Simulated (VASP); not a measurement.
Output of a VASP run:

### OSZICAR
```
       N       E                     dE             d eps       ncg     rms          rms(c)
DAV:   1     0.275529353337E+03    0.27553E+03   -0.14008E+04  2880   0.153E+03
DAV:   2    -0.198303509437E+02   -0.29536E+03   -0.28867E+03  2940   0.462E+02
DAV:   3    -0.533551537826E+02   -0.33525E+02   -0.32384E+02  5384   0.134E+02
DAV:   4    -0.551793146584E+02   -0.18242E+01   -0.17900E+01  3672   0.277E+01
DAV:   5    -0.552936674365E+02   -0.11435E+00   -0.11392E+00  4416   0.587E+00    0.182E+01
DAV:   6    -0.489222362399E+02    0.63714E+01   -0.25451E+01  3716   0.583E+01    0.491E+00
DAV:   7    -0.459004393746E+02    0.30218E+01   -0.27762E+00  4128   0.140E+01    0.329E+00
DAV:   8    -0.450820606911E+02    0.81838E+00   -0.82166E-01  3520   0.885E+00    0.147E+00
DAV:   9    -0.453834707487E+02   -0.30141E+00   -0.40911E-01  3332   0.519E+00    0.486E-01
DAV:  10    -0.453140600274E+02    0.69411E-01   -0.96441E-02  3716   0.315E+00    0.230E-01
DAV:  11    -0.453796268961E+02   -0.65567E-01   -0.49166E-02  3296   0.181E+00    0.117E-01
DAV:  12    -0.453698615465E+02    0.97653E-02   -0.15085E-02  3640   0.904E-01    0.192E-01
DAV:  13    -0.453783448806E+02   -0.84833E-02   -0.44043E-03  3448   0.471E-01    0.796E-02
DAV:  14    -0.453787781147E+02   -0.43323E-03   -0.24332E-03  3544   0.419E-01    0.261E-02
DAV:  15    -0.453801595352E+02   -0.13814E-02   -0.38308E-04  3876   0.225E-01    0.222E-02
DAV:  16    -0.453797170281E+02    0.44251E-03   -0.52984E-05  3516   0.716E-02    0.156E-02
DAV:  17    -0.453797579813E+02   -0.40953E-04   -0.93872E-06  3752   0.272E-02    0.110E-02
DAV:  18    -0.453795369734E+02    0.22101E-03   -0.30094E-05  3436   0.395E-02    0.376E-03
DAV:  19    -0.453796486144E+02   -0.11164E-03   -0.47027E-06  3272   0.195E-02    0.147E-03
DAV:  20    -0.453796185282E+02    0.30086E-04   -0.26477E-07  2788   0.496E-03    0.115E-03
DAV:  21    -0.453796439579E+02   -0.25430E-04   -0.43629E-08  1916   0.237E-03    0.470E-04
DAV:  22    -0.453796343330E+02    0.96249E-05   -0.28202E-08  1796   0.178E-03    0.323E-04
DAV:  23    -0.453796363828E+02   -0.20498E-05   -0.76066E-09  1776   0.739E-04    0.188E-04
DAV:  24    -0.453796360182E+02    0.36456E-06   -0.25755E-09  1740   0.447E-04    0.141E-04
DAV:  25    -0.453796341928E+02    0.18254E-05   -0.11440E-09  1724   0.369E-04    0.993E-05
DAV:  26    -0.453796347051E+02   -0.51233E-06   -0.10866E-09  1696   0.260E-04    0.360E-05
DAV:  27    -0.453796352022E+02   -0.49708E-06   -0.68879E-10  1680   0.230E-04    0.296E-05
DAV:  28    -0.453796351611E+02    0.41040E-07   -0.32417E-10  1656   0.125E-04
   1 F= -.45379635E+02 E0= -.45379635E+02  d E =0.000000E+00
       N       E                     dE             ncg
```

OUTCAR:
```
------------------------ aborting loop because EDIFF is reached ----------------------------------------
  FORCE on cell =-STRESS in cart. coord.  units (eV):
  Direction    XX          YY          ZZ          XY          YZ          ZX
  --------------------------------------------------------------------------------------
  Total        0.0843701      0.0843701     -0.0561918     -0.0000000      0.0000000      0.0000000
  in kB        2.2803276      2.2803275     -1.5187347     -0.0000000      0.0000000      0.0000000
  external PRESSURE =       1.0139735 kB  Pullay stress =       0.0000000 kB
  volume of cell :       59.28
      direct lattice vectors                 reciprocal lattice vectors
     2.868085521  0.000000000  0.000000000     0.348664638  0.201301627  0.000000000
    -1.434042760  2.483834869  0.000000000     0.000000000  0.402603254  0.000000000
     0.000000000  0.000000000  8.321218525     0.000000000  0.000000000  0.120174707
 POSITION                                       TOTAL-FORCE (eV/Angst)
 -----------------------------------------------------------------------------------
      0.00000      0.00000      0.00000        -0.000000      0.000000      0.000000
      0.00000      0.00000      4.16061        -0.000000      0.000000      0.000000
     -0.00000      1.65589      2.08030        -0.000000      0.000000      0.000000
      1.43404      0.82794      6.24091         0.000000     -0.000000     -0.000000
 -----------------------------------------------------------------------------------
    total drift:                               -0.000000     -0.000000      0.000000
  FREE ENERGIE OF THE ION-ELECTRON SYSTEM (eV)
  ---------------------------------------------------
  free  energy   TOTEN  =       -45.3796351611 eV

  energy  without entropy=      -45.3796351611  energy(sigma->0) =      -45.37963516

 total charge

# of ion       s       p       d       tot
------------------------------------------
    1        2.198   6.173   1.943  10.314
    2        2.198   6.173   1.943  10.314
    3        0.779   0.852   0.000   1.632
    4        0.779   0.852   0.000   1.632
--------------------------------------------------
tot          5.955  14.051   3.885  23.891

 Electric field gradients after diagonalization (V/A^2)
 (convention: |V_zz| > |V_xx| > |V_yy|)
----------------------------------------------------------------------
 ion       V_xx      V_yy      V_zz     asymmetry (V_yy - V_xx)/ V_zz
----------------------------------------------------------------------
   1     -14.621   -14.617    29.239       0.000
   2     -14.621   -14.617    29.239       0.000
   3      41.247    41.246   -82.493       0.000
   4      41.247    41.246   -82.493       0.000
```
(Selected blocks of OUTCAR.)

POSCAR:
```
TiSi
1
    2.8680855207     0.0000000000     0.0000000000
   -1.4340427604     2.4838348690    -0.0000000000
   -0.0000000000     0.0000000000     8.3212185251
Ti Si
2 2
Direct
  0.0000000000   0.0000000000   0.0000000000
  0.0000000000   0.0000000000   0.5000000000
  0.3333330000   0.6666670000   0.2500000000
  0.6666670000   0.3333330000   0.7500000000
```

### Question
Reconstruct the remaining input files.

### Answer
This is not unique; one that fits is the input of the run itself, r2SCAN meta-GGA, plane waves, VASP's PBE PAW potentials (set 64).

**KPOINTS_OPT**
```
k-points along high-symmetry lines
6
Line-mode
Reciprocal
  0.000000   0.000000   0.000000 ! GAMMA
  0.500000  -0.000000   0.000000 ! M

  0.500000  -0.000000   0.000000 ! M
  0.333333   0.333333   0.000000 ! K

  0.333333   0.333333   0.000000 ! K
  0.000000   0.000000   0.000000 ! GAMMA

  0.000000   0.000000   0.000000 ! GAMMA
  0.000000   0.000000   0.500000 ! A

  0.000000   0.000000   0.500000 ! A
  0.500000  -0.000000   0.500000 ! L

  0.500000  -0.000000   0.500000 ! L
  0.333333   0.333333   0.500000 ! H

  0.333333   0.333333   0.500000 ! H
  0.000000   0.000000   0.500000 ! A

  0.500000  -0.000000   0.500000 ! L
  0.500000  -0.000000   0.000000 ! M

  0.333333   0.333333   0.500000 ! H
  0.333333   0.333333   0.000000 ! K
```

INCAR:
```
ALGO = Normal
EDIFF = 1E-7
ENCUT = 400
ISIF = 2
ISMEAR = -5
LASPH = T
LCHARG = F
LEFG = T
LMAXMIX = 4
LMIXTAU = T
LORBIT = 11
LREAL = F
LWAVE = F
METAGGA = R2SCAN
NEDOS = 601
NELM = 100
PREC = Accurate
SYSTEM = TiSi
```

### KPOINTS
```
Automatic mesh
0
Gamma
 14 14 4
```

POTCAR, in this order: Ti_sv Si (PBE.64 set). Program: vasp_std.

For a metal the tetrahedron method with Blöchl corrections gives inexact stress and forces.

The structure was generated: TiSi was put into the NiAs type type (P6_3/mmc), which need not be its known phase. It was relaxed first, which changed the volume by -39 %.
